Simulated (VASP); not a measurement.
A VASP calculation is set up with these files.

### POSCAR
```
SiC
2.1202440
  0.0000000000   1.0000000000   1.0000000000
  1.0000000000   0.0000000000   1.0000000000
  1.0000000000   1.0000000000   0.0000000000
Si C
1 1
Cartesian
  0.0000000000   0.0000000000   0.0000000000
  0.5000000000   0.5000000000   0.5000000000
```

File KPOINTS:
```
Automatic mesh
0
Gamma
4 4 4
0 0 0
```

**INCAR**
```
ALGO = Normal
EDIFF = 1E-8
ENCUT = 500
GGA = PE
ISMEAR = 0
LASPH = .TRUE.
LCHARG = .FALSE.
LREAL = .FALSE.
LWAVE = .TRUE.
NELM = 100
PREC = Normal
SIGMA = 0.01
SYSTEM = SiC
```

POTCAR, in this order: Si_GW C_GW_new (PBE.64 set). Program: vasp_std.

**Question.** Translate this PBE calculation to Quantum ESPRESSO's pw.x.

**Answer.** One equivalent input (not run):
```
&CONTROL
  calculation = 'scf'
  pseudo_dir = './pseudo'
  outdir = './out'
  tprnfor = .true.
  tstress = .true.
/
&SYSTEM
  ibrav = 0
  nat = 2
  ntyp = 2
  ecutwfc = 82
  occupations = 'smearing'
  smearing = 'gaussian'
  degauss = 0.000735
  input_dft = 'pbe'
/
&ELECTRONS
  conv_thr = 7.3e-10
  electron_maxstep = 100
/
ATOMIC_SPECIES
  Si 28.085 Si.upf
  C 12.011 C.upf
CELL_PARAMETERS angstrom
     0.0000000    2.1202440    2.1202440
     2.1202440    0.0000000    2.1202440
     2.1202440    2.1202440    0.0000000
ATOMIC_POSITIONS crystal
  Si   0.0000000  0.0000000  0.0000000
  C    0.2500000  0.2500000  0.2500000
K_POINTS automatic
  4 4 4 0 0 0
```
What does not carry over: the potentials are each code's own (VASP's PAW set, PseudoDojo norm-conserving files in pw.x), so ENCUT and ecutwfc are chosen apart and not converted; conv_thr bounds pw.x's estimated SCF error, while EDIFF bounds the energy change between steps.

The compound is SiC in the zinc blende structure. This cell is one point of a volume scan, at 0.92 of the reference volume. The k-mesh is coarse (spacing up to 0.64 per Å, 2π included), so the numbers may not be converged in it.
